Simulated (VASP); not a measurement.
**Ge in VASP: how settings move the PBE single point**

The PBE single point of Ge built on the diamond prototype, under +1.0 % equal strain in all directions is repeated with altered inputs. Which of them can be trusted?

The runs shown are made with VASP 6.6.1. PAW datasets, plane waves. Calculated at 0 K for a non-magnetic cell.

## (1) The system as given

The cell comes from an earlier relaxation with r2SCAN in another program.

The symmetry is Fd-3m (No. 227, cubic); conventional cell a = 5.730 Å, 23.52 Å³ an atom. Ge has 4 Ge at 2.48 Å.

The structure in full:

```cif
data_structure
_symmetry_space_group_name_H-M 'P 1'
_symmetry_Int_Tables_number 1
_cell_length_a 4.0521
_cell_length_b 4.0521
_cell_length_c 4.0521
_cell_angle_alpha 60.000
_cell_angle_beta 60.000
_cell_angle_gamma 60.000
_cell_volume 47.05
loop_
_atom_site_label
_atom_site_type_symbol
_atom_site_fract_x
_atom_site_fract_y
_atom_site_fract_z
_atom_site_occupancy
Ge1 Ge 0.00000 0.00000 0.00000 1
Ge2 Ge 0.25000 0.25000 0.25000 1
```

## (2) Reference

INCAR

```
ENCUT = 520.000000
SIGMA = 0.020000
EDIFF = 1.00e-07
GGA = PE
PREC = Accurate
IBRION = -1
ISIF = 2
ISMEAR = -1
NBANDS = 21
NELM = 120
NSW = 0
LASPH = .TRUE.
LCHARG = .FALSE.
LWAVE = .FALSE.
LREAL = .FALSE.
```

KPOINTS

```
KPOINTS created by Atomic Simulation Environment
0
Gamma
8 8 8
0 0 0
```

POSCAR

```
Ge
 1.0000000000000000
     0.0000000000000000    2.8652422471999999    2.8652422471999999
     2.8652422471999999    0.0000000000000000    2.8652422471999999
     2.8652422471999999    2.8652422471999999    0.0000000000000000
 Ge
   2
Cartesian
  0.0000000000000000  0.0000000000000000  0.0000000000000000
  1.4326211235999999  1.4326211235999999  1.4326211235999999
```

A file KPOINTS_OPT adds named points for the levels; it doesn't enter the self-consistent loop.

Potentials: the recommended PBE PAW datasets, 28 valence electrons.

Run with:

```bash
> mpirun -np 1 vasp_std
```

## (3) Try 1

INCAR: that of step 2 with these lines changed.

```diff
@@ -9,3 +9,2 @@
 NBANDS = 21
-NELM = 120
 NSW = 0
@@ -15 +14,2 @@
 LREAL = .FALSE.
+NELM = 51
```

KPOINTS

```
KPOINTS created by Atomic Simulation Environment
0
Monkhorst-Pack
8 8 8
0 0 0
```

POSCAR is that of step 2.

## (4) Try 2

INCAR

```
ENCUT = 520.000000
EDIFF = 1.00e-07
GGA = PE
PREC = Accurate
IBRION = -1
ISIF = 2
NBANDS = 21
NELM = 120
NSW = 0
LCHARG = .FALSE.
LWAVE = .FALSE.
LREAL = .FALSE.
LASPH = .FALSE.
ISMEAR = 0
SIGMA = 0.1
```

KPOINTS is that of step 2.

POSCAR is that of step 2.

## (5) Try 3

INCAR

```
SIGMA = 0.020000
EDIFF = 1.00e-07
GGA = PE
PREC = Accurate
IBRION = -1
ISIF = 2
ISMEAR = -1
NBANDS = 21
NSW = 0
LASPH = .TRUE.
LCHARG = .FALSE.
LWAVE = .FALSE.
LREAL = .FALSE.
ENCUT = 800
NELM = 95
```

KPOINTS is that of step 2.

POSCAR is that of step 2.

## (6) Try 4

INCAR

```
ENCUT = 520.000000
EDIFF = 1.00e-07
GGA = PE
PREC = Accurate
IBRION = -1
ISIF = 2
NBANDS = 21
NSW = 0
LASPH = .TRUE.
LCHARG = .FALSE.
LWAVE = .FALSE.
LREAL = .FALSE.
NELM = 51
ISMEAR = 1
SIGMA = 2.0
```

KPOINTS is that of step 2.

POSCAR is that of step 2.

Q: Predict the outcome of this session. Wanted: for each run, changed; ending; energy change; pressure; electronic steps; usable.

The runs gave:

| run | changed | ending | energy change (meV/atom) | pressure (GPa) | gap on the mesh (eV; negative: overlap) | electronic steps | time | usable |
| --- | --- | --- | --- | --- | --- | --- | --- | --- |
| ref. | – | converged | 0 | 0.9 | 0.00 | 12 | 40 s | yes |
| 1 | NELM = 51, shifted mesh | converged | -5.5 | 0.9 | 0.20 | 12 | 59 s | yes |
| 2 | LASPH = .FALSE., ISMEAR = 0, SIGMA = 0.1 | converged | 0.0 | 0.9 | 0.00 | 13 | 28 s | yes |
| 3 | ENCUT = 800, NELM = 95 | converged | 0.0 | 0.9 | 0.00 | 12 | 58 s | yes |
| 4 | ISMEAR = 1, SIGMA = 2 | converged | 27.8 | 0.4 | 0.00 | 12 | 31 s | no |

What this shows: Of 4 altered inputs, 1 ended normally on a faulty or unsound input, 3 gave usable results. Among the usable ones with comparable energies, «NELM = 51, shifted mesh» moves the energy most, by -5.5 meV/atom.
